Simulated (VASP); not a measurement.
Input for VASP

### POSCAR
```
Gd
1
    1.8150000000    -3.1436720000     0.0000000000
    1.8150000000     3.1436720000     0.0000000000
    0.0000000000     0.0000000000     5.7800000000
Gd
2
Direct
  0.3333330000   0.6666670000   0.2500000000
  0.6666670000   0.3333330000   0.7500000000
```

### KPOINTS
```
Automatic mesh
0
Gamma
9 9 5
0 0 0
```

INCAR:
```
SYSTEM = Gd
PREC = Accurate
ENCUT = 400
EDIFF = 1E-6
NELM = 5
ALGO = Normal
LREAL = .FALSE.
LASPH = .TRUE.
ISMEAR = 1
SIGMA = 0.1
GGA = PE
LMAXMIX = 6
LWAVE = .FALSE.
LCHARG = .FALSE.
ISIF = 2
```

POTCAR, in this order: Gd_3 (PBE.64 set). Program: vasp_std.

What VASP printed:

**standard output**
```
 POSCAR found type information on POSCAR Gd
 POSCAR found :  1 types and       2 ions
 Reading from existing POTCAR
 Reading from existing POTCAR
 LDA part: xc-table for (Slater+PW92), standard interpolation
 POSCAR, INCAR and KPOINTS ok, starting setup
 WAVECAR not read
 entering main loop
       N       E                     dE             d eps       ncg     rms          rms(c)
DAV:   1     0.338463196504E+02    0.33846E+02   -0.78291E+03   936   0.100E+03
DAV:   2    -0.769817843256E+01   -0.41544E+02   -0.40653E+02  1101   0.207E+02
DAV:   3    -0.913111886647E+01   -0.14329E+01   -0.13450E+01  1239   0.249E+01
DAV:   4    -0.915889362461E+01   -0.27775E-01   -0.27667E-01  1218   0.366E+00
DAV:   5    -0.915966788641E+01   -0.77426E-03   -0.77408E-03  1380   0.433E-01

 -----------------------------------------------------------------------------
|                                                                             |
|           W    W    AA    RRRRR   N    N  II  N    N   GGGG   !!!           |
|           W    W   A  A   R    R  NN   N  II  NN   N  G    G  !!!           |
|           W    W  A    A  R    R  N N  N  II  N N  N  G       !!!           |
|           W WW W  AAAAAA  RRRRR   N  N N  II  N  N N  G  GGG   !            |
|           WW  WW  A    A  R   R   N   NN  II  N   NN  G    G                |
|           W    W  A    A  R    R  N    N  II  N    N   GGGG   !!!           |
|                                                                             |
|     The electronic self-consistency was not achieved in the given           |
|     number of steps (NELM). The forces and other quantities evaluated       |
|     might not be reliable so examine the results carefully. If you find     |
|     spurious results, we suggest increasing NELM, if you were close to      |
|     convergence or switching to a different ALGO or adjusting the           |
|     density mixing parameters otherwise.                                    |
|                                                                             |
 -----------------------------------------------------------------------------

   1 F= -.91596679E+01 E0= -.91613589E+01  d E =0.507295E-02
```

OUTCAR:
```
------------------------ aborting loop EDIFF was not reached (unconverged)  ----------------------------
  FORCE on cell =-STRESS in cart. coord.  units (eV):
  Direction    XX          YY          ZZ          XY          YZ          ZX
  --------------------------------------------------------------------------------------
  Total       -2.5527949     -2.5527946     -3.3261831      0.0000000      0.0000000      0.0000000
  in kB      -62.0090134    -62.0090049    -80.7951051      0.0000000      0.0000000      0.0000000
  external PRESSURE =     -68.2710411 kB  Pullay stress =       0.0000000 kB
  volume of cell :       65.96
      direct lattice vectors                 reciprocal lattice vectors
     1.815000000 -3.143672000  0.000000000     0.275482094 -0.159049672  0.000000000
     1.815000000  3.143672000  0.000000000     0.275482094  0.159049672  0.000000000
     0.000000000  0.000000000  5.780000000     0.000000000  0.000000000  0.173010381
 POSITION                                       TOTAL-FORCE (eV/Angst)
 -----------------------------------------------------------------------------------
      1.81500      1.04789      1.44500         0.000000     -0.000000      0.000000
      1.81500     -1.04789      4.33500        -0.000000      0.000000      0.000000
 -----------------------------------------------------------------------------------
    total drift:                                0.000000      0.000058     -0.000005
  FREE ENERGIE OF THE ION-ELECTRON SYSTEM (eV)
  ---------------------------------------------------
  free  energy   TOTEN  =        -9.1596678864 eV

  energy  without entropy=       -9.1647408371  energy(sigma->0) =       -9.16135887
```
(Selected blocks of OUTCAR.)

Read the log: what went wrong, and how is it fixed?

The cause: NELM is too small, so the electronic loop ends before EDIFF is met. The run did not converge; its last values are not results. Against the sound run, the energy per atom (σ→0) goes up by 0.005 eV/atom; the pressure decreases by 6.64 GPa. To mend it, set NELM = 100.

The mended run (PBE GGA, plane waves, VASP's PBE PAW potentials (set 64)) converges, and its OSZICAR ends with
```
   1 F= -.91691164E+01 E0= -.91707222E+01  d E =0.481764E-02
```

The compound is Gd in the hcp structure. The cell was not relaxed at this level. The 4f electrons are frozen in the core of the lanthanide potential, so 4f levels, which can set the real gap, and their magnetism are missing.
